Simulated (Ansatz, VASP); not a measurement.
**Cross-check of V2NO2 between VASP and Ansatz**

One calculation is typed for both programs; each brings its own data sets. How far apart do they land? Of the first pair: The structure shown is the start of the Ansatz relaxation below; VASP solves that cell, so the two are compared at the walk's first step.

Calculated with Ansatz 0.2.0; plane waves, with VASP 6.6.1 beside it; single point at PBEsol.

### 1. The starting structure

The cell holds 10 atoms: 2 N, 4 V and 4 O. Its edges and angles: a = 2.871 Å, b = 4.973 Å, c = 32.600 Å, α = 90.0°, β = 90.0°, γ = 90.0°. It derives from V2NO2. Vacuum lies along c.

### 2. Ansatz: relaxation, PBEsol

Ansatz runs on its PAW soft_1 files.

The two programs are compared at the cell with which this relaxation starts, whose forces are those of its first step.

The input, input.yaml:

```yaml
crystal:
  lattice:
    - [2.8714334083, 0.0, 0.0]
    - [0.0, 4.9734685537, 0.0]
    - [0.0, 0.0, 32.6]
  atoms:
    - { symbol: "N", position: [0.5, 0.5, 0.3067484663] }
    - { symbol: "N", position: [0.0, 0.0, 0.3067484663] }
    - { symbol: V, position: [0.0, 0.3402448449, 0.3412766658] }
    - { symbol: V, position: [0.5, 0.8264218218, 0.3422832545] }
    - { symbol: V, position: [0.5, 0.1735781782, 0.271213678] }
    - { symbol: V, position: [0.0, 0.6597551551, 0.2722202667] }
    - { symbol: O, position: [0.5, 0.1648380104, 0.3711385297] }
    - { symbol: O, position: [0.0, 0.6684953229, 0.3735282442] }
    - { symbol: O, position: [0.0, 0.3315046771, 0.2399686883] }
    - { symbol: O, position: [0.5, 0.8351619896, 0.2423584028] }
  periodic: [true, true, false]
kpoints:
  mp_grid: { grid: [12, 8, 1] }
hamiltonian:
  xc: pbesol
  pseudopotentials: { kind: paw, azcp: { folder: soft_1 }, xc_functional: pbe }
scf:
  occupations: { method: methfessel_paxton, width: 0.2 }
output:
  forces: true
  stress: true
  eigenvalues: true
  write_density: true
  write_potential: true
  elf: true
  volumetric_format: npy
relax:
  adjacent_minimum: "off"
  f_tol: 0.002
  max_steps: 120
  cell: { stress_2d_tol: 0.005 }
```

Command:

```sh
$ ansatz run input.yaml --threads 8 --pin off --max-ram 16384MiB --backend cpu --events-out ev --progress --plain --runs-dir out
```

Numbers of over 12 decimals in the logs are rounded to 6 here.

Log:

```text
Engine: ansatz 0.2.0, aarch64-unknown-linux-gnu
Pseudopotentials: kind: paw
Pseudopotential: N, paw, valence charge 5, recommended cutoff 420 eV (normal), soft_1/N.paw.azcp
Pseudopotential: V, paw, valence charge 13, recommended cutoff 420 eV (normal), soft_1/V.paw.azcp
Pseudopotential: O, paw, valence charge 6, recommended cutoff 420 eV (normal), soft_1/O.paw.azcp
Functional definition: PBEsol
  exchange = pbesol_x
  correlation = pbesol_c
Crystal: 10 atoms, lattice volume = 465.560 Å³
Basis set: ecut = 420 eV, 9161 PW (Γ), exchange–correlation on 40×72×450 points (8 copies of the dense FFT grid, shifted against one another)
Bands: 53, of which v1, the nominal top of the filled ones, is band 43 counted from 1 (42 counted from 0)
Symmetry: 4 space group operations
Space group: P2/m (ITA 10), of the structure as read, at distance tolerance 7.8e-5 Å
k-points: 35 of 96
Non-local potential: N, projectors of the file, l = 0: 2, l = 1: 2, l = 2: 1
Non-local potential: V, projectors of the file, l = 0: 3, l = 1: 2, l = 2: 3, l = 3: 1
Non-local potential: O, projectors of the file, l = 0: 2, l = 1: 2, l = 2: 1
PAW form: soft (Blöchl's): semilocal exchange-correlation on the pseudo side does not see the compensation charge
PAW frozen core: N, regenerated for the run's functional, and the local potential with it (the file was generated under x = pbe(κ = 0.804, μ = 0.219515), c = pbe(β = 0.066725))
PAW frozen core: V, regenerated for the run's functional, and the local potential with it (the file was generated under x = pbe(κ = 0.804, μ = 0.219515), c = pbe(β = 0.066725))
PAW frozen core: O, regenerated for the run's functional, and the local potential with it (the file was generated under x = pbe(κ = 0.804, μ = 0.219515), c = pbe(β = 0.066725))
PAW one-centre angular grid: N, 110 points (default); XC on 64 Gauss nodes
PAW one-centre angular grid: V, 590 points (default); XC on 64 Gauss nodes
PAW one-centre angular grid: O, 110 points (default); XC on 64 Gauss nodes
Initial density: superposition of atomic densities (neutral atoms: chi_scale 0, normalization atom)
Initial wavefunctions: pseudopotential atomic-orbital guess
Functional: x = pbesol(κ = 0.804, μ = 0.123457), c = pbesol(β = 0.046)
SCF iter   1: F=—  HF=-14560.229851 eV  |F-HF|=—  |Δ(HF+E_count)|=         —  Δρ=9.81e-2  dr2=4.80e1  ethr=3.10e-3  ⟨swp⟩=8.8  Hψ=11407  notcnv=0
preconditioner: auto → LDOS  [metal: Δε(μ)=0.050 eV  Ē_g=10.854 eV  σ=0.200 eV  W_gap=0.21  n_scr=54 (ndim 8)  ℏωp=12.6 eV  f_vac=0.769  D(μ)=3.62/eV (n_scr^D=12)  β→1.0]
SCF iter   2: F=—  HF=-14559.570401 eV  |F-HF|=—  |Δ(HF+E_count)|=   6.59e-1  S|Δr|=    0.00e0  Δρ=1.48e-1  dr2=1.05e2  ethr=3.10e-3  ⟨swp⟩=5.1  Hψ=6560  notcnv=0  defer=31
SCF iter   3: F=—  HF=-14549.639356 eV  |F-HF|=—  |Δ(HF+E_count)|=    9.93e0  S|Δr|=    0.00e0  Δρ=1.66e-2  dr2=7.29e-1  ethr=3.10e-3  ⟨swp⟩=5.0  Hψ=5821  notcnv=0  defer=20
SCF iter   4: F=—  HF=-14549.530638 eV  |F-HF|=—  |Δ(HF+E_count)|=   1.09e-1  S|Δr|=    0.00e0  Δρ=3.74e-3  dr2=4.77e-2  ethr=8.48e-4  ⟨swp⟩=3.6  Hψ=4598  notcnv=0  defer=5
SCF iter   5: F=—  HF=-14549.536142 eV  |F-HF|=—  |Δ(HF+E_count)|=   5.50e-3  S|Δr|=    0.00e0  Δρ=3.19e-3  dr2=5.50e-2  ethr=5.55e-5  ⟨swp⟩=3.9  Hψ=4770  notcnv=0  defer=3
SCF iter   6: F=—  HF=-14549.530904 eV  |F-HF|=—  |Δ(HF+E_count)|=   5.24e-3  S|Δr|=    0.00e0  Δρ=1.77e-3  dr2=1.98e-2  ethr=5.55e-5  ⟨swp⟩=1.5  Hψ=1937  notcnv=0  defer=3
SCF iter   7: F=—  HF=-14549.529873 eV  |F-HF|=—  |Δ(HF+E_count)|=   1.03e-3  S|Δr|=    0.00e0  Δρ=5.88e-4  dr2=2.25e-3  ethr=2.30e-5  ⟨swp⟩=2.7  Hψ=2792  notcnv=0  defer=3
SCF iter   8: F=—  HF=-14549.529812 eV  |F-HF|=—  |Δ(HF+E_count)|=   6.15e-5  S|Δr|=    0.00e0  Δρ=3.23e-4  dr2=6.63e-4  ethr=2.61e-6  ⟨swp⟩=3.5  Hψ=4161  notcnv=0  defer=3
SCF iter   9: F=—  HF=-14549.529755 eV  |F-HF|=—  |Δ(HF+E_count)|=   5.63e-5  S|Δr|=    0.00e0  Δρ=1.94e-4  dr2=2.20e-4  ethr=7.70e-7  ⟨swp⟩=2.3  Hψ=2841  notcnv=0  defer=3
SCF iter  10: F=—  HF=-14549.529731 eV  |F-HF|=—  |Δ(HF+E_count)|=   2.45e-5  S|Δr|=    0.00e0  Δρ=1.46e-5  dr2=7.08e-7  ethr=2.55e-7  ⟨swp⟩=3.3  Hψ=3613  notcnv=0  defer=3
SCF iter  11: F=—  HF=-14549.529622 eV  |F-HF|=—  |Δ(HF+E_count)|=   1.08e-4  S|Δr|=    0.00e0  Δρ=4.96e-6  dr2=5.75e-8  ethr=1.16e-10  ⟨swp⟩=27.6  Hψ=25987  notcnv=0
SCF iter  12: F=-14549.529623 eV  HF=-14549.529623 eV  |F-HF|=6.05e-8  |Δ(HF+E_count)|=   2.44e-7  S|Δr|=    0.00e0  Δρ=1.29e-6  dr2=5.23e-9  ethr=6.69e-11  ⟨swp⟩=13.8  Hψ=18877  notcnv=0
SCF 1 converged in 12 iterations: F = -14549.529623 eV  dr2 = 5.23e-9
  greatest PAW one-centre occupation: 1.000 electrons in one spin orbital (limit 2), on the V atom at site 4 (counted from 0), in its partial waves of l = 0
[...]
SCF iter   8: F=-14549.533956 eV  HF=-14549.533956 eV  |F-HF|=3.20e-10  |Δ(HF+E_count)|=  6.55e-11  S|Δr|=    0.00e0  Δρ=8.96e-9  dr2=2.98e-13  ethr=1.00e-12  ⟨swp⟩=8.6  Hψ=14254  notcnv=0
SCF 15 converged in 8 iterations: F = -14549.533956 eV  dr2 = 2.98e-13
relax step  15: F+E_penalty+E_count = -14549.53395614 eV  Δ(F+E_penalty+E_count) = -9.389e-6 eV  max|allowed force component| = 1.069e-3 eV/Å  Δτ_max = 0.0000 Å  P = +0.001 N/m  Ω = 465.419 Å³  fix = [c, alpha, beta]  reactions: c +0.000 N/m; alpha +0.000 N/m/rad  stress off target by 4.18e-3 N/m on what of the cell is left free  SCF on the basis re-selected at this cell (its energy is not comparable with the rows above)  (8 SCF iters)
basis re-selected at this cell: Δ(F+E_penalty+E_count) = -9.389e-6 eV, ΔP = -0.000 N/m vs the last step (what re-selecting the basis moved, of the pressure what is left beyond the Pulay correction that the steps carried, after the strain that the cell walked since its last selection, with what the two solves' SCF thresholds leave and, on support functions, any second-order correction that the steps lacked; it is no m [...]
WARN: The output density's exchange-correlation potential varies sharply where the density is thin. Do not read a vacuum level from v_tot or v_xc, or from such a field of the output density. On a cell that repeats whose density bears no net charge and no dipole along the vacuum's axis use v_es (v_loc + v_h of the components); under efield.dipole_correction with no amplitude use v_es + v_field, which holds any externa [...]
SCF converged after 8 iterations
Stability not checked: this state was not tested for a lower state beside it, because cold or Methfessel-Paxton smearing, or corrected tetrahedra, fill the levels in a way that the test cannot read (fill_not_monotonic; see scf.lower_state_search)
Free energy (F): -14549.533956 eV
Harris-Foulkes:  -14549.533956 eV  (|F-HF|=3.20e-10)
Internal energy: -14549.543453 eV  (E = F + TS)
E sigma→0 (E₀):  -14549.536330 eV
Entropy (-TS):   0.009497 eV (0.950 meV/atom)
Fermi energy:    -6.304979 eV
Step filling:    the computed levels leave a gap of 0.0115 eV = 0.1 smearing widths at the electron count; against every level under it full and every level over it empty, smearing changes F+E_penalty+E_count by +6.132 meV and its σ→0 estimate by +3.758 meV
--- Per-component energies (eV) ---
  E_band       = -2425.986410
  E_kinetic    = 2116.895810
  E_local      = -306551.434842  (includes V_loc(G=0)·N_el)
  E_nonlocal   = 602.816152
  E_hartree    = 151777.635071
  E_xc         = -860.840601
  E_vxc        = -1097.736409  (∫ρ·V_xc dr)
  E_paw        = -5264.055827  (= ΣΔE_a)
  E_vpaw       = -1051.806799  (= ΣTr[D̂ρ^β])
  E_aug_tail   = 0.009605  (compensation charges beyond the density's cutoff)
  E_ewald      = 143628.635112
  E_core_change = 0.796067  (= ΣΔE_core)
  E_smearing   = 0.009497  (= −TS)
  E_closure    = -0.000000  (closes the sum)
  Σ components = -14549.533956   (vs F -14549.533956, Δ=0.00e0)
--- Forces (eV/Å), atoms counted from 1 ---
  atom   1  N      0.00000000     0.00000000     0.00000000
  atom   2  N      0.00000000     0.00000000     0.00000000
  atom   3  V      0.00000000     0.00106914    -0.00092273
  atom   4  V      0.00000000    -0.00087014    -0.00001761
  atom   5  V      0.00000000     0.00087014     0.00001761
  atom   6  V      0.00000000    -0.00106914     0.00092273
  atom   7  O      0.00000000     0.00032446     0.00078616
  atom   8  O      0.00000000    -0.00020285    -0.00105199
  atom   9  O      0.00000000     0.00020285     0.00105199
  atom  10  O      0.00000000    -0.00032446    -0.00078616
  max |Σ_I F_I| component: 0.00e0 eV/Å
--- 2D stress c σ (N/m, compression-positive) ---
       -0.002428       0.000000       0.000000
        0.000000       0.004183      -0.000000
        0.000000      -0.000000       0.000000
  P = ½ c Tr σ = 0.0009 N/m
--- Band table (eV; the first three rows and the last of 35) ---
  k-point 0: bands = [... 39 lower, -8.7316, -7.8033, -7.5015, -7.3121, -6.4149, -6.2626, -6.2337, -6.0545, ... 6 higher]
  k-point 1: bands = [... 39 lower, -8.9247, -7.7510, -7.2612, -7.2047, -6.5239, -6.2184, -6.1730, -5.9381, ... 6 higher]
  k-point 2: bands = [... 39 lower, -8.7745, -7.6985, -7.1650, -6.8996, -6.4445, -6.0995, -6.0446, -6.0101, ... 6 higher]
  k-point 34: bands = [... 39 lower, -9.6306, -7.9283, -7.5547, -6.1779, -6.0987, -5.7889, -5.7431, -5.4744, ... 6 higher]
--- Relaxed structure (13 steps of the walk, 12 accepted, 2 SCFs on fresh bases) ---
  F+E_penalty+E_count = -14549.53395614 eV   max|allowed force component| = 1.069e-3 eV/Å   (the final SCF, on the basis selected at the relaxed cell)
  cell:  # Å, volume = 465.4192 Å³
    - [2.874844, 0.0, 0.0]
    - [0.0, 4.966065, 0]
    - [0.0, 0, 32.6]
  atoms:
    - { symbol: N, position: [0.500000, 0.500000, 0.30674846626] }
    - { symbol: N, position: [0.0, 0, 0.30674846626] }
    - { symbol: V, position: [0.0, 0.339114, 0.340921] }
    - { symbol: V, position: [0.500000, 0.822124, 0.342710] }
    - { symbol: V, position: [0.500000, 0.177876, 0.270786] }
    - { symbol: V, position: [0.0, 0.660886, 0.272576] }
    - { symbol: O, position: [0.500000, 0.163248, 0.370776] }
    - { symbol: O, position: [0.0, 0.666509, 0.373908] }
    - { symbol: O, position: [0.0, 0.333491, 0.239589] }
    - { symbol: O, position: [0.500000, 0.836752, 0.242721] }
```

(Part 1 of 2 ends here.)

[Lines on the potential files, build, host, timing and source positions are cut from VASP's logs without a mark.]

[Logs are printed without paths, hosts, clocks, repeated set-up lines and the standing remarks that a program may print on its own settings, such as how far it seeks lower states.]

[Hosts, paths, dates, database ids (printed as entryN), source tags and the programs' standing remarks are cut or masked in the printed files.]
